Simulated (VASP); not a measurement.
VASP ran on this input.

INCAR:
```
! general
SYSTEM   = AuZn
PREC     = Accurate
ENCUT    = 520
LREAL    = .FALSE.
LASPH    = .TRUE.

! electronic loop
EDIFF    = 1E-7
NELM     = 100
ALGO     = Normal
LMAXMIX  = 6

! smearing
ISMEAR   = -5

! functional
GGA      = CX
LUSE_VDW = .TRUE.
AGGAC    = 0.0

! ions
ISIF     = 2

! output
LWAVE    = .FALSE.
LCHARG   = .TRUE.
LORBIT   = 11
NEDOS    = 601
```

### KPOINTS
```
kpoints
0
gamma
  13 13 13
0 0 0
```

POSCAR:
```
AuZn
3.1392330
  0.9999998675   0.0000000000   0.0000000000
  0.0000000000   0.9999998675   0.0000000000
  0.0000000000   0.0000000000   0.9999998675
Zn Au
1 1
Cart
  0.4999999337   0.4999999337   0.4999999337
  0.0000000000   0.0000000000   0.0000000000
```

POTCAR, in this order: Zn Au (PBE.64 set). Program: vasp_std.

Write an equivalent input for Quantum ESPRESSO's pw.x.

One equivalent input (not run):
```
&CONTROL
  calculation = 'scf'
  pseudo_dir = './pseudo'
  outdir = './out'
  tprnfor = .true.
  tstress = .true.
/
&SYSTEM
  ibrav = 0
  nat = 2
  ntyp = 2
  ecutwfc = 84
  occupations = 'tetrahedra'
  input_dft = 'vdw-df-cx'
/
&ELECTRONS
  conv_thr = 7.3e-09
  electron_maxstep = 100
/
ATOMIC_SPECIES
  Zn 65.380 Zn.upf
  Au 196.967 Au.upf
CELL_PARAMETERS angstrom
     3.1392326   -0.0000000    0.0000000
     0.0000000    3.1392326    0.0000000
    -0.0000000   -0.0000000    3.1392326
ATOMIC_POSITIONS crystal
  Zn   0.5000000  0.5000000  0.5000000
  Au   0.0000000  0.0000000  0.0000000
K_POINTS automatic
  13 13 13 0 0 0
```
What does not carry over: the potentials are each code's own (VASP's PAW set, PseudoDojo norm-conserving files in pw.x), so ENCUT and ecutwfc are chosen apart and not converted; conv_thr bounds pw.x's estimated SCF error, while EDIFF bounds the energy change between steps.

The compound is AuZn in the CsCl type structure. It was relaxed first.
